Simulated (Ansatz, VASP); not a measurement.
# SnTeSe (1T-SnSeTe monolayer) in two plane-wave programs

One calculation is typed for both programs; each brings its own data sets. How far apart do they land? The cell is taken from a series of runs on this material, whose earlier steps may have relaxed, scaled, displaced or heated it; both programs get it as it stands.

Main program and level: Ansatz 0.2.0; plane waves, with VASP 6.6.1 beside it; single point at PBE with D3(BJ).

**1. The starting structure**

The cell holds 3 atoms: 1 Te, 1 Sn and 1 Se. Cell: a = 3.936 Å, b = 3.936 Å, c = 21.422 Å, α = 90.0°, β = 90.0°, γ = 120.0°. Vacuum lies along c.

Structure file:

```cif
data_structure
_symmetry_space_group_name_H-M 'P 1'
_symmetry_Int_Tables_number 1
_cell_length_a 3.9361
_cell_length_b 3.9361
_cell_length_c 21.4224
_cell_angle_alpha 90.000
_cell_angle_beta 90.000
_cell_angle_gamma 120.000
_cell_volume 287.43
loop_
_atom_site_label
_atom_site_type_symbol
_atom_site_fract_x
_atom_site_fract_y
_atom_site_fract_z
_atom_site_occupancy
Te1 Te 0.66667 0.33333 0.42012 1
Sn2 Sn 0.00000 0.00000 0.50681 1
Se3 Se 0.33333 0.66667 0.57988 1
```

**2. Ansatz: single point, PBE with D3(BJ)**

Ansatz runs on its default PAW (the set named soft_2) files.

A single point gives forces, pressure and levels at one fixed geometry, so differences don't come from the geometry; what else differs is listed under the comparison.

File input.yaml:

```yaml
crystal:
  lattice:
    - [3.9360807403, 0.0, 0.0]
    - [-1.9680403702, 3.4087459125, 0.0]
    - [0.0, 0.0, 21.4224475905]
  atoms:
    - { symbol: Te, position: [0.6666666667, 0.3333333333, 0.4201200615] }
    - { symbol: Sn, position: [0.0, 0.0, 0.5068123046] }
    - { symbol: Se, position: [0.3333333333, 0.6666666667, 0.5798799385] }
kpoints:
  mp_grid: { grid: [12, 12, 1] }
  band_path:
    path: [[0, 0, 0], [0.5, 0, 0], [0.33333333, 0.33333333, 0], [0, 0, 0]]
    npoints: 16
hamiltonian:
  xc: pbe
  dispersion: d3bj
scf:
  occupations: { method: fermi_dirac, width: 0.02585 }
  convergence: { dr2_threshold: 1.0e-10 }
efield:
  axis: 3
  dipole_correction: true
  ramp_position: 0.97
  ramp_width: 0.06
  amplitude: 0
output:
  dos: { projected: true, e_range: [-6, 5] }
  write_potential: true
  write_density: true
  volumetric_format: npy
  elf: true
```

Command:

```bash
$ ansatz run input.yaml --threads 2 --pin off --max-ram 3072MiB --backend cpu --events-out ev --progress --plain --runs-dir out
```

Numbers of over 12 decimals in the logs are rounded to 6 here.

What it wrote:

```text
Engine: ansatz 0.2.0, aarch64-unknown-linux-gnu
Pseudopotentials: kind: paw
Pseudopotential: Te, paw, valence charge 16, recommended cutoff 420 eV (normal), Te.paw.azcp
Pseudopotential: Sn, paw, valence charge 14, recommended cutoff 420 eV (normal), Sn.paw.azcp
Pseudopotential: Se, paw, valence charge 16, recommended cutoff 420 eV (normal), Se.paw.azcp
Functional definition: PBE
  parameter kappa = 0.804
  parameter beta = 0.066725
  exchange = pbe_x(kappa = kappa, mu = beta*pi^2/3)
  correlation = pbe_c(beta = beta)
Crystal: 3 atoms, lattice volume = 287.427 Å³
Basis set: ecut = 420 eV, 5711 PW (Γ)
Bands: 28, of which v1, the nominal top of the filled ones, is band 23 counted from 1 (22 counted from 0)
Symmetry: 6 space group operations
Space group: P3m1 (ITA 156), of the structure as read, at distance tolerance 6.6e-5 Å
k-points: 19 of 144 (time reversal used)
Non-local potential: Te, projectors of the file, l = 0: 2, l = 1: 2, l = 2: 2, l = 3: 2
Non-local potential: Sn, projectors of the file, l = 0: 2, l = 1: 2, l = 2: 2, l = 3: 2
Non-local potential: Se, projectors of the file, l = 0: 2, l = 1: 2, l = 2: 3, l = 3: 1
PAW form: soft (Blöchl's): semilocal exchange-correlation on the pseudo side does not see the compensation charge
PAW one-centre angular grid: Te, 590 points (default); XC on 64 Gauss nodes
PAW one-centre angular grid: Sn, 590 points (default); XC on 64 Gauss nodes
PAW one-centre angular grid: Se, 590 points (default); XC on 64 Gauss nodes
Initial density: superposition of atomic densities (neutral atoms: chi_scale 0, normalization atom), corrected by the library's trained network
Initial wavefunctions: pseudopotential atomic-orbital guess
Functional: x = pbe(κ = 0.804, μ = 0.219515), c = pbe(β = 0.066725)
SCF iter   1: F=—  HF=-18474.592746 eV  |F-HF|=—  |Δ(HF+E_count)|=         —  Δρ=1.97e-3  dr2=1.02e-1  ethr=1.77e-3  p=-0.051 e·Å  D=-3.23e-2 V/Å  ΔV_dip=0.69 eV  dr2_dipole=2.59e-2  V_vac-E_F(+/−)=5.43/4.74 eV  ⟨swp⟩=9.9  Hψ=2852  notcnv=0
efield: sawtooth ramp at fractional position 0.9700 (set: `efield.ramp_position`, or a place that a band, a saddle search or an elastic batch's reference lends), width 0.0600; the density the first Hamiltonian is built on has a dipole p = -0.051 e·Å; the dipole correction subtracts the counter field D = -3.23e-2 V/Å, which shifts the + side's vacuum level by +0.69 eV against the − side's; the planar-averaged density in the ramp window peaks in size at 4.7e-6 e/Å³
preconditioner: auto → LDOS  [metal: Δε(μ)=0.030 eV  Ē_g=8.907 eV  σ=0.026 eV  W_gap=0.27  n_scr=42 (ndim 8)  ℏωp=8.8 eV  f_vac=0.672  D(μ)=1.57/eV (n_scr^D=6)  β→1.0]
SCF iter   2: F=—  HF=-18474.587116 eV  |F-HF|=—  |Δ(HF+E_count)|=   5.63e-3  Δρ=9.38e-4  dr2=7.74e-3  ethr=2.22e-4  p=-0.022 e·Å  D=-1.37e-2 V/Å  ΔV_dip=0.29 eV  dr2_dipole=4.22e-4  V_vac-E_F(+/−)=5.32/5.03 eV  ⟨swp⟩=3.0  Hψ=843  notcnv=0  defer=11
SCF iter   3: F=—  HF=-18474.585808 eV  |F-HF|=—  |Δ(HF+E_count)|=   1.31e-3  Δρ=6.15e-4  dr2=2.35e-3  ethr=1.68e-5  p=-0.028 e·Å  D=-1.76e-2 V/Å  ΔV_dip=0.38 eV  dr2_dipole=1.52e-5  V_vac-E_F(+/−)=5.28/4.91 eV  ⟨swp⟩=3.1  Hψ=1018  notcnv=0  defer=11
SCF iter   4: F=—  HF=-18474.585194 eV  |F-HF|=—  |Δ(HF+E_count)|=   6.14e-4  Δρ=6.24e-5  dr2=2.82e-5  ethr=5.10e-6  p=-0.028 e·Å  D=-1.75e-2 V/Å  ΔV_dip=0.37 eV  dr2_dipole=6.78e-6  V_vac-E_F(+/−)=5.31/4.94 eV  ⟨swp⟩=2.0  Hψ=940  notcnv=0  defer=11
SCF iter   5: F=—  HF=-18474.585198 eV  |F-HF|=—  |Δ(HF+E_count)|=   4.57e-6  Δρ=2.70e-5  dr2=6.79e-6  ethr=6.14e-8  p=-0.027 e·Å  D=-1.71e-2 V/Å  ΔV_dip=0.37 eV  dr2_dipole=5.63e-7  V_vac-E_F(+/−)=5.30/4.94 eV  ⟨swp⟩=3.1  Hψ=1041  notcnv=0  defer=11
SCF iter   6: F=—  HF=-18474.585196 eV  |F-HF|=—  |Δ(HF+E_count)|=   1.70e-6  Δρ=9.32e-6  dr2=3.91e-7  ethr=1.48e-8  p=-0.027 e·Å  D=-1.72e-2 V/Å  ΔV_dip=0.37 eV  dr2_dipole=1.30e-8  V_vac-E_F(+/−)=5.31/4.94 eV  ⟨swp⟩=2.0  Hψ=625  notcnv=0  defer=11
SCF iter   7: F=—  HF=-18474.585226 eV  |F-HF|=—  |Δ(HF+E_count)|=   2.98e-5  Δρ=2.88e-6  dr2=2.65e-8  ethr=8.50e-10  p=-0.027 e·Å  D=-1.72e-2 V/Å  ΔV_dip=0.37 eV  dr2_dipole=2.66e-12  V_vac-E_F(+/−)=5.31/4.94 eV  ⟨swp⟩=2.0  Hψ=805  notcnv=0  defer=11
SCF iter   8: F=—  HF=-18474.585226 eV  |F-HF|=—  |Δ(HF+E_count)|=   1.86e-8  Δρ=6.99e-7  dr2=1.49e-9  ethr=5.75e-11  p=-0.027 e·Å  D=-1.72e-2 V/Å  ΔV_dip=0.37 eV  dr2_dipole=3.47e-11  V_vac-E_F(+/−)=5.31/4.94 eV  ⟨swp⟩=2.0  Hψ=866  notcnv=0  defer=11
SCF iter   9: F=—  HF=-18474.585226 eV  |F-HF|=—  |Δ(HF+E_count)|=  5.75e-10  Δρ=1.88e-7  dr2=1.07e-10  ethr=3.24e-12  p=-0.027 e·Å  D=-1.72e-2 V/Å  ΔV_dip=0.37 eV  dr2_dipole=3.58e-12  V_vac-E_F(+/−)=5.31/4.94 eV  ⟨swp⟩=2.0  Hψ=957  notcnv=0  defer=11
SCF iter  10: F=-18474.585226 eV  HF=-18474.585226 eV  |F-HF|=2.91e-11  |Δ(HF+E_count)|=  1.60e-10  Δρ=4.37e-8  dr2=5.90e-12  ethr=1.00e-12  p=-0.027 e·Å  D=-1.72e-2 V/Å  ΔV_dip=0.37 eV  dr2_dipole=4.27e-14  V_vac-E_F(+/−)=5.31/4.94 eV  ⟨swp⟩=7.8  Hψ=1541  notcnv=0
SCF 1 converged in 10 iterations: F = -18474.585226 eV  dr2 = 5.90e-12
  greatest PAW one-centre occupation: 1.000 electrons in one spin orbital (limit 2), on the Se atom at site 2 (counted from 0), in its partial waves of l = 2
NSCF: frozen V_eff on 49 k-points
efield: sawtooth ramp at fractional position 0.9700 (kept from the solve that this one continues, or follows in the run), width 0.0600; the density the first Hamiltonian is built on has a dipole p = -0.027 e·Å; the dipole correction subtracts the counter field D = -1.72e-2 V/Å, which shifts the + side's vacuum level by +0.37 eV against the − side's; the planar-averaged density in the ramp window peaks in size at 2.9e-6 e/Å³
WARN: The output density's exchange-correlation potential varies sharply where the density is thin. Do not read a vacuum level from v_tot or v_xc, or from such a field of the output density. On a cell that repeats whose density bears no net charge and no dipole along the vacuum's axis use v_es (v_loc + v_h of the components); under efield.dipole_correction with no amplitude use v_es + v_field, which holds any externa [...]
SCF converged after 10 iterations
Free energy (F): -18474.585226 eV
Harris-Foulkes:  -18474.585226 eV  (|F-HF|=2.91e-11)
Internal energy: -18474.583296 eV  (E = F + TS)
E sigma→0 (E₀):  -18474.584261 eV
Entropy (-TS):   -0.001930 eV (-0.643 meV/atom)
Fermi energy:    -0.955714 eV
Dipole field:    D = -0.017169 V/Å  (p = -0.027272 e·Å, saw-weighted, corrected)
Work function:   Φ+ = 5.3063 eV   Φ− = 4.9385 eV
Levels:          The Fermi level and band energies are counted from a zero that moves with the ramp; work functions are not
--- Per-component energies (eV) ---
  E_band       = -1182.311692
  E_kinetic    = 485.305267
  E_local      = -33678.987871  (includes V_loc(G=0)·N_el)
  E_nonlocal   = -937.051681
  E_hartree    = 16883.460972
  E_xc         = -609.336268
  E_vxc        = -296.335272  (∫ρ·V_xc dr)
  E_paw        = -10713.717786  (= ΣΔE_a)
  E_vpaw       = -522.198849  (= ΣTr[D̂ρ^β])
  E_aug_tail   = -0.000785  (compensation charges beyond the density's cutoff)
  E_efield     = 0.000234  (sawtooth field / dipole correction)
  E_vefield    = 0.035546  (∫n·V_field dr)
  E_ewald      = 10096.565492
  E_disp       = -0.820869  (pairwise vdW)
  E_smearing   = -0.001930  (= −TS)
  E_closure    = -0.000000  (closes the sum)
  Σ components = -18474.585226   (vs F -18474.585226, Δ=0.00e0)
--- Band table (eV; the first three rows and the last of 19) ---
  k-point 0: bands = [... 19 lower, -2.1457, -2.1457, -0.8243, -0.8243, -0.2273, 1.8640, 2.6760, 2.6760, ... 1 higher]
  k-point 1: bands = [... 19 lower, -2.6606, -2.2811, -1.3958, -0.8781, 0.1729, 2.1525, 2.6507, 2.8310, ... 1 higher]
  k-point 2: bands = [... 19 lower, -2.7341, -2.6041, -2.2936, -1.0270, 0.4139, 2.0625, 3.1795, 3.3052, ... 1 higher]
  k-point 18: bands = [... 19 lower, -4.8833, -4.7098, -2.5369, -2.2421, -0.2675, 2.8633, 3.3799, 4.1974, ... 1 higher]
```

**3. VASP: single point, PBE with D3(BJ)**

The same cell, functional, mesh and smearing now go to VASP, with its own data sets.

Lines of VASP's logs that name or quote its potential files are left out, and so is its time.

File INCAR:

```
SYSTEM = SnTeSe
PREC = Accurate
ENCUT = 400
EDIFF = 1E-06
NELM = 120
ISMEAR = -1
SIGMA = 0.02585
LREAL = .FALSE.
ALGO = Normal
GGA = PE
IVDW = 12
NBANDS = 19
LORBIT = 11
LWAVE = .FALSE.
LCHARG = .FALSE.
ISIF = 2
LDIPOL = .TRUE.
IDIPOL = 3
DIPOL = 0.5 0.5 0.502
LVHAR = .TRUE.
LASPH = .TRUE.
GGA_COMPAT = .FALSE.
NELMDL = -8
```

File POSCAR:

```
SnTeSe
1.0
    3.9360807403      0.0000000000      0.0000000000
   -1.9680403702      3.4087459125      0.0000000000
    0.0000000000      0.0000000000     21.4224475905
Te Sn Se
1 1 1
Direct
    0.6666666667      0.3333333333      0.4201200615
    0.0000000000      1.0000000000      0.5068123046
    0.3333333334      0.6666666666      0.5798799385
```

File KPOINTS:

```
Automatic mesh
0
Gamma
12 12 1
0 0 0
```

Potentials, in the order of the species: Te, Sn_d and Se (PBE family, release 64).

Command:

```bash
$ mpirun -np 1 vasp_std
```

What it wrote:

```text
[banner, memory and clock lines left out]
running    1 mpi-ranks, on    1 nodes
 distrk:  each k-point on    1 cores,    1 groups
 distr:  one band on    1 cores,    1 groups

 POSCAR found type information on POSCAR TeSnSe
 POSCAR found :  3 types and       3 ions
 LDA part: xc-table for (Slater+PW92), standard interpolation
 POSCAR, INCAR and KPOINTS ok, starting setup
 FFT: planning ... GRIDC
 FFT: planning ... GRID_SOFT
 FFT: planning ... GRID
 WAVECAR not read
 entering main loop
       N       E                     dE             d eps       ncg     rms          rms(c)
DAV:   1     0.160730568081E+03    0.16073E+03   -0.97182E+03   834   0.896E+02
DAV:   2     0.567049024490E+01   -0.15506E+03   -0.15072E+03   930   0.216E+02
DAV:   3    -0.106157054840E+02   -0.16286E+02   -0.16210E+02   896   0.844E+01
DAV:   4    -0.111718182051E+02   -0.55611E+00   -0.55477E+00  1028   0.177E+01
DAV:   5    -0.111828325005E+02   -0.11014E-01   -0.11014E-01  1078   0.223E+00
DAV:   6    -0.111829545536E+02   -0.12205E-03   -0.12205E-03  1050   0.210E-01
DAV:   7    -0.111829596256E+02   -0.50720E-05   -0.50722E-05  1094   0.386E-02
DAV:   8    -0.111829597015E+02   -0.75875E-07   -0.75856E-07   903   0.480E-03    0.600E+00
DAV:   9    -0.110168768070E+02    0.16608E+00   -0.60730E-01   960   0.611E+00    0.359E+00
DAV:  10    -0.110224251791E+02   -0.55484E-02   -0.50648E-01   874   0.377E+00    0.108E+00
DAV:  11    -0.110030576780E+02    0.19368E-01   -0.20580E-01   847   0.192E+00    0.348E-01
DAV:  12    -0.110017187791E+02    0.13389E-02   -0.95433E-03   918   0.817E-01    0.223E-01
DAV:  13    -0.110015752302E+02    0.14355E-03   -0.26550E-03   939   0.230E-01    0.149E-01
DAV:  14    -0.110015362663E+02    0.38964E-04   -0.84547E-04   962   0.164E-01    0.462E-02
DAV:  15    -0.110015545593E+02   -0.18293E-04   -0.10776E-04   867   0.727E-02    0.131E-02
DAV:  16    -0.110015754482E+02   -0.20889E-04   -0.16262E-05  1000   0.200E-02    0.110E-02
DAV:  17    -0.110016489708E+02   -0.73523E-04   -0.23362E-05   787   0.210E-02    0.103E-02
DAV:  18    -0.110016874527E+02   -0.38482E-04   -0.44617E-06   754   0.111E-02    0.594E-03
DAV:  19    -0.110017810557E+02   -0.93603E-04   -0.82536E-06   650   0.116E-02    0.570E-03
DAV:  20    -0.110017968048E+02   -0.15749E-04   -0.14587E-06   786   0.556E-03    0.175E-03
DAV:  21    -0.110018115043E+02   -0.14699E-04   -0.54584E-07   714   0.271E-03    0.166E-03
DAV:  22    -0.110018152909E+02   -0.37866E-05   -0.83922E-08   790   0.160E-03    0.648E-04
DAV:  23    -0.110018167420E+02   -0.14511E-05   -0.79410E-08   692   0.907E-04    0.237E-04
DAV:  24    -0.110018175673E+02   -0.82525E-06   -0.26590E-08   757   0.645E-04
   1 F= -.11822598E+02 E0= -.11821641E+02  d E =-.191371E-02
```

Parts of OUTCAR (step 3):

```text
ion  position               nearest neighbor table
   1  0.667  0.333  0.420-   2 2.93   2 2.93   2 2.93
   2  0.000  0.000  0.507-   3 2.76   3 2.76   3 2.76   1 2.93   1 2.93   1 2.93
   3  0.333  0.667  0.580-   2 2.76   2 2.76   2 2.76

  LATTYP: Found a hexagonal cell.
 ALAT       =     3.9360807403
 C/A-ratio  =     5.4425833726

 Subroutine GETGRP returns: Found  6 space group operations
 (whereof  6 operations were pure point group operations)

The static configuration has the point symmetry C_3v.

 Found     19 irreducible k-points:

   k-points           NKPTS =     19   k-points in BZ     NKDIM =     19   number of bands    NBANDS=     19

   dimension x,y,z NGX =    28 NGY =   28 NGZ =  140
   dimension x,y,z NGXF=    56 NGYF=   56 NGZF=  280

   ENCUT  =  400.0 eV  29.40 Ry    5.42 a.u.   6.42  6.42 34.93*2*pi/ulx,y,z

   NELECT =      26.0000    total number of electrons

 k-points in reciprocal lattice and weights: Automatic mesh
   0.00000000  0.00000000  0.00000000       0.007
   0.08333333  0.00000000  0.00000000       0.042
   0.16666667  0.00000000  0.00000000       0.042
   0.25000000  0.00000000  0.00000000       0.042
   0.33333333  0.00000000  0.00000000       0.042
   0.41666667  0.00000000  0.00000000       0.042
   0.50000000  0.00000000  0.00000000       0.021
   0.08333333  0.08333333  0.00000000       0.042
   0.16666667  0.08333333  0.00000000       0.083
[...]
0.33333333  0.25000000  0.00000000       0.083
   0.33333333  0.33333333  0.00000000       0.014

 dipolmoment           0.000000      0.000000      0.027078 electrons x Angstroem

 average (electrostatic) potential at core
       1 -96.0067       2-109.2548       3 -60.1144

 E-fermi :  -1.9508

 k-point     1 :       0.0000    0.0000    0.0000
  band No.  band energies     occupation
    ...
      7     -13.6165      2.00000
      8      -8.1459      2.00000
      9      -3.7989      2.00000
     10      -3.1417      2.00000
     11      -3.1417      2.00000
     12      -1.8182      0.01176
     13      -1.8182      0.01176
     14      -1.2289      0.00000
     15       0.8628      0.00000
     16       1.6756      0.00000
    ...

 k-point     2 :       0.0833    0.0000    0.0000
  band No.  band energies     occupation
    ...
      8      -8.1492      2.00000
      9      -3.7757      2.00000
     10      -3.6574      2.00000
     11      -3.2774      2.00000
     12      -2.3914      2.00000
     13      -1.8719      0.09028
     14      -0.8264      0.00000
     15       1.1528      0.00000
     16       1.6518      0.00000
     17       1.8310      0.00000
    ...

 k-point     3 :       0.1667    0.0000    0.0000
  band No.  band energies     occupation
    ...
      9      -4.6087      2.00000
     10      -3.7237      2.00000
     11      -3.6010      2.00000
     12      -3.2904      2.00000
     13      -2.0207      1.87438
     14      -0.5825      0.00000
     15       1.0627      0.00000
     16       2.1805      0.00000
     17       2.3083      0.00000
     18       2.9720      0.00000
    ...

 Edisp (eV)   -0.82078

  Total      -0.03922    -0.03922     0.03614     0.00000     0.00000    -0.00000
  in kB      -0.21862    -0.21862     0.20143     0.00000     0.00000    -0.00000
  external pressure =       -0.08 kB  Pullay stress =        0.00 kB

  energy-cutoff  :      400.00
  volume of cell :      287.43
      direct lattice vectors                 reciprocal lattice vectors
     3.936080740  0.000000000  0.000000000     0.254059829  0.146681511  0.000000000
    -1.968040370  3.408745913  0.000000000     0.000000000  0.293363021  0.000000000
     0.000000000  0.000000000 21.422447590     0.000000000  0.000000000  0.046680007

 POSITION                                       TOTAL-FORCE (eV/Angst)
 -----------------------------------------------------------------------------------
      1.96804      1.13625      9.00000        -0.000000      0.000000     -0.025176
      0.00000      0.00000     10.85716         0.000000     -0.000000      0.011940
      0.00000      2.27250     12.42245         0.000000      0.000000      0.013237
 -----------------------------------------------------------------------------------
    total drift:                               -0.000000      0.000000      0.000577

  FREE ENERGIE OF THE ION-ELECTRON SYSTEM (eV)
  ---------------------------------------------------
  free  energy   TOTEN  =       -11.8225982987 eV

  energy  without entropy=      -11.8206845867  energy(sigma->0) =      -11.82164144

 vacuum level on the upper side and lower side of the slab         3.358         2.993

 total charge
# of ion       s       p       d       tot
------------------------------------------
    1        1.400   1.949   0.027   3.376
    2        1.107   0.980  10.065  12.152
    3        1.484   2.281   0.023   3.788
--------------------------------------------------
tot          3.991   5.210  10.115  19.315

[... 3 further parts left out ...]
```

**4. Differences**

Known differences besides the potentials themselves: the data sets hold 46 valence electrons in Ansatz (on its default PAW (the set named soft_2) files) and 26 in VASP; the cutoff is 420 eV in Ansatz and 400 eV in VASP. Total energies have different zeros and are not compared.

Both answers:

```
                                   quantity  Ansatz  VASP  difference
 work function, lower of the two faces (eV)    4.94  4.94       -0.01
work function, higher of the two faces (eV)    5.31  5.31        0.00
```

With vacuum in the cell, a pressure given here is an average over mostly empty space and none of the material.

**5. What came out**

```yaml
difference_in_work_function_lower_of_the_two_faces_single_point_pbe_with_d3_bj: -0.0053 eV
```

**Reading.** The difference in work function, lower of the two faces is -0.0053 eV (single point, PBE with D3(BJ)). The data sets hold unlike numbers of valence electrons (46 in Ansatz and 26 in VASP), so part of the differences comes from the potentials. Such differences can come from data sets, numerical settings and the points named under the comparisons, not from the functional's error against experiment.

[Lines on the potential files, build, host, timing and source positions are cut from VASP's logs without a mark.]

[Logs are printed without paths, hosts, clocks, repeated set-up lines and the standing remarks that a program may print on its own settings, such as how far it seeks lower states.]

[Hosts, paths, dates, database ids (printed as entryN), source tags and the programs' standing remarks are cut or masked in the printed files.]
